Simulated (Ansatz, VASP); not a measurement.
# Zn2SeS ([001] superlattice of 1 + 1 monolayers (invented)) in two plane-wave programs, part 2 of 3

Aim: how closely do two programs agree when they are given the same cell, functional and k mesh? The cell is generated by rule, not measured, and may not be a known phase. The cell is taken from a series of runs on this material, whose earlier steps may have relaxed, scaled, displaced or heated it; both programs get it as it stands.

VASP 6.6.1 and Ansatz 0.2.0.

So far: The structure; VASP: relaxation of cell and atoms, r2SCAN, pair 1.

## (3) Ansatz: relaxation of cell and atoms, r2SCAN, pair 1

Level of this step: Ansatz beside VASP: Kohn-Sham DFT, plane waves, r2SCAN (Ansatz).

Ansatz runs on its PAW soft_1 files.

The same cell, functional, mesh and smearing now go to Ansatz, which takes its cutoff from its data sets.

File input.yaml:

```yaml
crystal:
  lattice:
    - [3.9079288438, 0.0, 0.0]
    - [0.0, 3.9079288438, 0.0]
    - [0.0, 0.0, 5.5266693973]
  atoms:
    - { symbol: Zn, position: [0.5, 0.0, 0.7370346228] }
    - { symbol: Se, position: [0.5, 0.5, 0.0] }
    - { symbol: Zn, position: [0.0, 0.5, 0.2629653772] }
    - { symbol: S, position: [0.0, 0.0, 0.5] }
kpoints:
  mp_grid: { grid: [6, 6, 4] }
hamiltonian:
  xc: r2scan
  pseudopotentials: { kind: paw, azcp: { folder: soft_1 } }
scf:
  occupations: { method: gaussian, width: 0.02 }
output:
  forces: true
  stress: true
  eigenvalues: true
  write_density: true
  write_potential: true
  elf: true
  volumetric_format: npy
relax:
  adjacent_minimum: "off"
  f_tol: 0.005
  max_steps: 80
  cell: { stress_tol: 0.05 }
```

Started as:

```sh
$ ansatz run input.yaml --threads 4 --pin off --max-ram 9216MiB --backend cpu --events-out ev --progress --plain --runs-dir out
```

Numbers of over 12 decimals in the logs are rounded to 6 here.

What it wrote:

```text
Engine: ansatz 0.2.0, x86_64-unknown-linux-gnu
Pseudopotentials: kind: paw
Pseudopotential: Zn, paw, valence charge 12, recommended cutoff 500 eV (meta_gga), soft_1/Zn.paw.azcp
Pseudopotential: Se, paw, valence charge 16, recommended cutoff 500 eV (meta_gga), soft_1/Se.paw.azcp
Pseudopotential: S, paw, valence charge 6, recommended cutoff 500 eV (meta_gga), soft_1/S.paw.azcp
Functional definition: r2SCAN
  parameter k0 = 0.174
  parameter k1 = 0.065
  parameter a1 = 4.9479
  exchange = r2scan_x(k0 = k0, k1 = k1, a1 = a1)
  correlation = r2scan_c
Crystal: 4 atoms, lattice volume = 84.403 Å³
Basis set: ecut = 500 eV, 2157 PW (Γ), exchange–correlation on 120×120×180 points (64 copies of the dense FFT grid, shifted against one another)
Bands: 28, of which v1, the nominal top of the filled ones, is band 23 counted from 1 (22 counted from 0)
Symmetry: 8 space group operations
Space group: P-4m2 (ITA 115), of the structure as read, at distance tolerance 4.4e-5 Å
k-points: 30 of 144 (time reversal used)
Non-local potential: Zn, projectors of the file, l = 0: 2, l = 1: 2, l = 2: 3, l = 3: 1
Non-local potential: Se, projectors of the file, l = 0: 2, l = 1: 2, l = 2: 3, l = 3: 1
Non-local potential: S, projectors of the file, l = 0: 2, l = 1: 2, l = 2: 1
PAW form: soft (Blöchl's): semilocal exchange-correlation on the pseudo side does not see the compensation charge
PAW frozen core: Zn, regenerated for the run's functional (the file was generated under x = pbe(κ = 0.804, μ = 0.219515), c = pbe(β = 0.066725))
PAW frozen core: Se, regenerated for the run's functional (the file was generated under x = pbe(κ = 0.804, μ = 0.219515), c = pbe(β = 0.066725))
PAW frozen core: S, regenerated for the run's functional (the file was generated under x = pbe(κ = 0.804, μ = 0.219515), c = pbe(β = 0.066725))
PAW one-centre angular grid: Zn, 590 points (default); XC on 160 Gauss nodes
PAW one-centre angular grid: Se, 590 points (default); XC on 160 Gauss nodes
PAW one-centre angular grid: S, 302 points (default); XC on 160 Gauss nodes
Initial density: superposition of atomic densities (chi_scale 0.1, normalization cell, long waves kept (reshape's long-wave potential 0.03 eV rms))
Initial wavefunctions: pseudopotential atomic-orbital guess
Functional: x = r2scan, c = r2scan; τ floored in thin density (d = 2e-4 eV/Å³)
SCF iter   1: F=—  HF=-13039.400061 eV  |F-HF|=—  |Δ(HF+E_count)|=         —  Δρ=6.67e-2  dr2=2.20e0  dr2_τ=2.11e-2  ethr=3.10e-3  ⟨swp⟩=7.1  Hψ=4261  notcnv=0
preconditioner: auto → Resta (q_TF=auto, 2.466 Å⁻¹)  ε∞=4.8  [insulator: Δε(μ)=1.874 eV  Ē_g=12.374 eV  σ=0.020 eV  W_gap=1.00  n_scr=20 (ndim 8)  ℏωp=24.3 eV  f_vac=0.013  D(μ)=0.00/eV (n_scr^D=0)  ε∞_Penn≈4.8]
SCF iter   2: F=—  HF=-13038.969263 eV  |F-HF|=—  |Δ(HF+E_count)|=   4.31e-1  Δρ=1.95e-2  dr2=2.49e-1  dr2_τ=4.39e-3  ethr=3.10e-3  ⟨swp⟩=2.4  Hψ=1699  notcnv=0  defer=30
SCF iter   3: F=—  HF=-13038.926774 eV  |F-HF|=—  |Δ(HF+E_count)|=   4.25e-2  Δρ=1.39e-2  dr2=1.10e-1  dr2_τ=9.27e-4  ethr=5.42e-4  ⟨swp⟩=2.2  Hψ=1687  notcnv=0  defer=30
SCF iter   4: F=—  HF=-13038.922318 eV  |F-HF|=—  |Δ(HF+E_count)|=   4.46e-3  Δρ=4.45e-3  dr2=1.12e-2  dr2_τ=1.11e-4  ethr=2.39e-4  ⟨swp⟩=3.0  Hψ=1473  notcnv=0  defer=30
SCF iter   5: F=—  HF=-13038.925576 eV  |F-HF|=—  |Δ(HF+E_count)|=   3.26e-3  Δρ=9.80e-4  dr2=6.73e-4  dr2_τ=5.47e-5  ethr=2.43e-5  ⟨swp⟩=2.0  Hψ=1680  notcnv=0  defer=30
SCF iter   6: F=—  HF=-13038.925570 eV  |F-HF|=—  |Δ(HF+E_count)|=   5.49e-6  Δρ=4.88e-4  dr2=1.23e-4  dr2_τ=1.84e-6  ethr=1.46e-6  ⟨swp⟩=2.0  Hψ=1500  notcnv=0  defer=30
SCF iter   7: F=—  HF=-13038.925623 eV  |F-HF|=—  |Δ(HF+E_count)|=   5.29e-5  Δρ=1.87e-4  dr2=2.56e-5  dr2_τ=3.26e-7  ethr=2.68e-7  ⟨swp⟩=2.0  Hψ=1497  notcnv=0  defer=30
SCF iter   8: F=—  HF=-13038.925621 eV  |F-HF|=—  |Δ(HF+E_count)|=   2.46e-6  Δρ=7.29e-5  dr2=1.88e-6  dr2_τ=2.41e-8  ethr=5.56e-8  ⟨swp⟩=2.0  Hψ=1500  notcnv=0  defer=30
SCF iter   9: F=-13038.925622 eV  HF=-13038.925622 eV  |F-HF|=2.23e-8  |Δ(HF+E_count)|=   1.25e-6  Δρ=1.24e-5  dr2=6.98e-8  dr2_τ=3.25e-9  ethr=2.17e-10  ⟨swp⟩=14.7  Hψ=7200  notcnv=0
SCF 1 converged in 9 iterations: F = -13038.925622 eV  dr2 = 6.98e-8
  greatest PAW one-centre occupation: 1.000 electrons in one spin orbital (limit 2), on the Se atom at site 1 (counted from 0), in its partial waves of l = 2
relax step   1: F+E_penalty+E_count = -13038.92562182 eV  Δ(F+E_penalty+E_count) = +0.000e0 eV  max|allowed force component| = 4.107e-3 eV/Å  Δτ_max = 0.0000 Å  P = +0.053 GPa  Ω = 84.403 Å³  (9 SCF iters, dr2 threshold 1.00e-7 eV, accepted)
[...]
relax step   2: F+E_penalty+E_count = -13038.92562717 eV  Δ(F+E_penalty+E_count) = -5.356e-6 eV  max|allowed force component| = 2.165e-3 eV/Å  Δτ_max = 0.0002 Å  P = +0.018 GPa  Ω = 84.445 Å³  energy of the carried Pulay correction = -1.233e-5 eV  (5 SCF iters, dr2 threshold 1.16e-8 eV, accepted)
[...]
relax step   3: F+E_penalty+E_count = -13038.92564152 eV  Δ(F+E_penalty+E_count) = -1.435e-5 eV  max|allowed force component| = 2.173e-3 eV/Å  Δτ_max = 0.0000 Å  P = +0.018 GPa  Ω = 84.445 Å³  stress off target by 2.34e-2 GPa  SCF on the basis re-selected at this cell (its energy is not comparable with the rows above)  (6 SCF iters)
basis re-selected at this cell: Δ(F+E_penalty+E_count) = -1.435e-5 eV, ΔP = +0.000 GPa vs the last step (what re-selecting the basis moved, of the pressure what is left beyond the Pulay correction that the steps carried, after the strain that the cell walked since its last selection, with what the two solves' SCF thresholds leave and, on support functions, any second-order correction that the steps lacked; it is no m [...]
SCF converged after 6 iterations
Free energy (F): -13038.925642 eV
Harris-Foulkes:  -13038.925642 eV  (|F-HF|=3.64e-12)
Internal energy: -13038.925642 eV  (E = F + TS)
E sigma→0 (E₀):  -13038.925642 eV
Fermi energy:    7.090491 eV
--- Per-component energies (eV) ---
  E_band       = -407.394474
  E_kinetic    = 508.840950
  E_local      = -7276.545066  (includes V_loc(G=0)·N_el)
  E_nonlocal   = 1333.328539
  E_hartree    = 3192.277431
  E_xc         = -304.476233
  E_vxc        = -288.669368  (∫ρ·V_xc dr)
  E_paw        = -6591.589969  (= ΣΔE_a)
  E_vpaw       = -1083.106863  (= ΣTr[D̂ρ^β])
  E_aug_tail   = 0.000142  (compensation charges beyond the density's cutoff)
  E_vtau       = 14.202241  (kinetic-family band-sum trace: ∫τ·v_τ [+ j·A + Jᵃ·Aᵃ] dr)
  E_ewald      = -3898.521676
  E_core_change = -2.239760  (= ΣΔE_core)
  E_smearing   = -0.000000  (= −TS)
  E_closure    = 0.000000  (closes the sum)
  Σ components = -13038.925642   (vs F -13038.925642, Δ=0.00e0)
--- Forces (eV/Å), atoms counted from 1 ---
  atom   1  Zn     0.00000000     0.00000000     0.00217275
  atom   2  Se    -0.00000000    -0.00000000     0.00000000
  atom   3  Zn     0.00000000     0.00000000    -0.00217275
  atom   4  S     -0.00000000    -0.00000000     0.00000000
  max |Σ_I F_I| component: 1.21e-16 eV/Å
--- Stress (GPa, compression-positive) ---
        0.023410       0.000000       0.000000
        0.000000       0.023410       0.000000
        0.000000       0.000000       0.007491
  P = ⅓ Tr σ = 0.0181 GPa (0.181 kbar)
--- Band table (eV; the first three rows and the last of 30) ---
  k-point 0: bands = [... 19 lower, 3.6329, 5.9444, 6.0100, 6.0100, 8.1709, 9.5262, 10.0935, 12.5574, ... 1 higher]
  k-point 1: bands = [... 19 lower, 3.8886, 4.8210, 5.6071, 5.6071, 9.3417, 9.9019, 10.3655, 11.8420, ... 1 higher]
  k-point 2: bands = [... 19 lower, 4.3326, 4.3326, 5.0318, 5.0318, 10.3842, 10.4561, 10.8572, 10.9472, ... 1 higher]
  k-point 29: bands = [... 19 lower, 3.0671, 3.1455, 3.1455, 3.2788, 11.8617, 11.9288, 12.2600, 12.2600, ... 1 higher]
--- Relaxed structure (2 steps of the walk, 2 accepted, 1 SCFs on fresh bases) ---
  F+E_penalty+E_count = -13038.92564152 eV   max|allowed force component| = 2.173e-3 eV/Å   (the final SCF, on the basis selected at the relaxed cell)
  cell:  # Å, volume = 84.4450 Å³
    - [3.909468, 0.0, 0]
    - [0.0, 3.909468, 0.0]
    - [0, 0.0, 5.525082]
  atoms:
    - { symbol: Zn, position: [0.5, 0.0, 0.737067] }
    - { symbol: Se, position: [0.5, 0.5, 0.0] }
    - { symbol: Zn, position: [0, 0.5, 0.262933] }
    - { symbol: S, position: [0, 0.0, 0.5] }
```

## (4) Side by side

Known differences besides the potentials themselves: VASP keeps PBE cores, Ansatz makes them for the functional; the data sets hold 46 valence electrons in Ansatz (on its PAW soft_1 files) and 36 in VASP; the cutoff is 500 eV in Ansatz and 550 eV in VASP; Ansatz adds a Pulay correction to the stress that steers its cell, VASP none. Total energies have different zeros and are not compared.

The two programs side by side:

```
                                         quantity  Ansatz   VASP  difference
                                      volume (Å³)   84.45  84.45     +0.00 %
edge a after relaxation, in the typed setting (Å)   3.909  3.910     -0.01 %
edge c after relaxation, in the typed setting (Å)   5.525  5.524     +0.01 %
```

## (5) Ansatz: relaxation of cell and atoms, r2SCAN, pair 2

The relaxed volume is the usual yardstick between codes: in a stiff, nearly cubic crystal its relative difference is about their pressure difference at one cell divided by the bulk modulus.

The cell is taken from a series of runs on this material, whose earlier steps may have relaxed, scaled, displaced or heated it; both programs get it as it stands.

input.yaml, the sections that differ from step 3:

```yaml
crystal:
  lattice:
    - [3.9094684416, 0.0, 0.0]
    - [0.0, 3.9094684416, 0.0]
    - [0.0, 0.0, 5.5250824191]
  atoms:
    - { symbol: Zn, position: [0.5, 0.0, 0.7370665144] }
    - { symbol: Se, position: [0.5, 0.5, 0.0] }
    - { symbol: Zn, position: [0.0, 0.5, 0.2629334856] }
    - { symbol: S, position: [0.0, 0.0, 0.5] }
scf:
  occupations: { method: fixed }
relax:
  adjacent_minimum: "off"
  f_tol: 0.001
  max_steps: 60
  cell: { stress_tol: 0.01 }
# kpoints, hamiltonian, output: as in step 3
```

What it wrote:

```text
[...]
Crystal: 4 atoms, lattice volume = 84.445 Å³
Basis set: ecut = 500 eV, 2157 PW (Γ), exchange–correlation on 120×120×180 points (64 copies of the dense FFT grid, shifted against one another)
Bands: 28, of which v1, the nominal top of the filled ones, is band 23 counted from 1 (22 counted from 0)
Symmetry: 8 space group operations
[...]
--- Relaxed structure (2 steps of the walk, 2 accepted, 1 SCFs on fresh bases) ---
[...]
cell:  # Å, volume = 84.4589 Å³
    - [3.910001, 0, 0]
    - [0, 3.910001, 0]
    - [0, 0, 5.524484]
  atoms:
    - { symbol: Zn, position: [0.500000, 0.0, 0.737087] }
    - { symbol: Se, position: [0.500000, 0.500000, 0] }
    - { symbol: Zn, position: [0, 0.500000, 0.262913] }
    - { symbol: S, position: [0, 0.0, 0.500000] }
[key lines of the parts left out:]
SCF converged after 7 iterations
Free energy (F): -13038.925647 eV
Fermi energy:    6.007297 eV
P = ⅓ Tr σ = 0.0066 GPa (0.066 kbar)
```

## (6) VASP: relaxation of cell and atoms, r2SCAN, pair 2

The same cell, functional and mesh now go to VASP, with its own data sets.

File INCAR:

```
SYSTEM = Zn2SeS
PREC = Accurate
ENCUT = 550
EDIFF = 1E-07
NELM = 120
ISMEAR = 0
SIGMA = 0.01
LREAL = .FALSE.
ALGO = Normal
METAGGA = R2SCAN
LASPH = .TRUE.
NBANDS = 24
LORBIT = 11
LWAVE = .FALSE.
LCHARG = .FALSE.
ISIF = 3
IBRION = 2
NSW = 80
EDIFFG = -0.005
GGA_COMPAT = .FALSE.
NELMIN = 4
EFERMI = MIDGAP
LMIXTAU = .TRUE.
KPAR = 2
```

File POSCAR:

```
Zn2SeS
1.0
    3.9094680000      0.0000000000      0.0000000000
    0.0000000000      3.9094680000      0.0000000000
    0.0000000000      0.0000000000      5.5250820000
Zn Se S
2 1 1
Direct
    0.5000000000      0.0000000000      0.7370665268
    0.0000000000      0.5000000000      0.2629334732
    0.5000000000      0.5000000000      0.0000000000
    0.0000000000      0.0000000000      0.5000000000
```

File KPOINTS:

```
Automatic mesh
0
Gamma
6 6 4
0 0 0
```

The projector-augmented-wave data sets are Zn, Se and S (PBE family, release 64).

Started as:

```sh
$ mpirun -np 2 vasp_std
```

What it wrote:

```text
[banner, memory and clock lines left out]
running    2 mpi-ranks, on    1 nodes
[...]
[... a notice as in an earlier step ...]

 LDA part: xc-table for (None), standard interpolation
 POSCAR, INCAR and KPOINTS ok, starting setup
[...]
entering main loop
       N       E                     dE             d eps       ncg     rms          rms(c)
DAV:   1     0.207046432152E+03    0.20705E+03   -0.18336E+04  1440   0.188E+03
DAV:   2    -0.281586925629E+02   -0.23521E+03   -0.22736E+03  1528   0.375E+02
DAV:   3    -0.492186416136E+02   -0.21060E+02   -0.20962E+02  1792   0.113E+02
DAV:   4    -0.495850787266E+02   -0.36644E+00   -0.36627E+00  1616   0.155E+01
[...]
DAV:  20    -0.437316406908E+02    0.31599E-06   -0.68286E-07  1544   0.577E-03    0.110E-03
DAV:  21    -0.437316409220E+02   -0.23117E-06   -0.16562E-07  1192   0.429E-03    0.310E-04
DAV:  22    -0.437316409270E+02   -0.50177E-08   -0.12517E-08   856   0.118E-03
   1 F= -.43731641E+02 E0= -.43731641E+02  d E =-.437316E+02
[... from here on, the cycles between the ionic steps are left out ...]
   2 F= -.43731667E+02 E0= -.43731667E+02  d E =-.256844E-04
   3 F= -.43731673E+02 E0= -.43731673E+02  d E =-.315802E-04
   4 F= -.43731682E+02 E0= -.43731682E+02  d E =-.412469E-04
[...]
reached required accuracy - stopping structural energy minimisation
```

OUTCAR, selected parts (step 6):

```text
  Total        0.0054340      0.0054340      0.0015150      0.0000000      0.0000000      0.0000000
  in kB        0.1031180      0.1031180      0.0287489      0.0000000      0.0000000      0.0000000
  external PRESSURE =       0.0783283 kB  Pullay stress =       0.0000000 kB

 POSITION                                       TOTAL-FORCE (eV/Angst)
 -----------------------------------------------------------------------------------
      1.95483      3.90965      4.06966         0.000000      0.000000     -0.002856
      3.90965      1.95483      1.45390         0.000000     -0.000000      0.002856
      1.95483      1.95483      0.00000         0.000000     -0.000000      0.000000
      0.00000      3.90965      2.76178         0.000000      0.000000      0.000000
 -----------------------------------------------------------------------------------
    total drift:                                0.000000      0.000000     -0.000000

  FREE ENERGIE OF THE ION-ELECTRON SYSTEM (eV)
  ---------------------------------------------------
  free  energy   TOTEN  =       -43.7316821740 eV

  energy  without entropy=      -43.7316821740  energy(sigma->0) =      -43.73168217

[... 2 parts as in an earlier step ...]

[... 2 further parts left out ...]
[key lines of the parts left out:]
E-fermi :   2.7311
```

## (7) Comparison

What differs besides the data sets and the points named for the pairs above, as far as they apply: fixed occupations in Ansatz, narrow Gaussian smearing in VASP; the data sets hold 46 valence electrons in Ansatz (on its PAW soft_1 files) and 36 in VASP. Total energies have different zeros and are not compared.

The two programs side by side:

```
                                         quantity  Ansatz   VASP  difference
                                      volume (Å³)   84.46  84.43     +0.03 %
edge a after relaxation, in the typed setting (Å)   3.910  3.910     +0.01 %
edge c after relaxation, in the typed setting (Å)   5.524  5.524     +0.02 %
```

(Continued in part 3 of 3.)

[Lines on the potential files, build, host, timing and source positions are cut from VASP's logs without a mark.]

[Logs are printed without paths, hosts, clocks, repeated set-up lines and the standing remarks that a program may print on its own settings, such as how far it seeks lower states.]

[Hosts, paths, dates, database ids (printed as entryN), source tags and the programs' standing remarks are cut or masked in the printed files.]
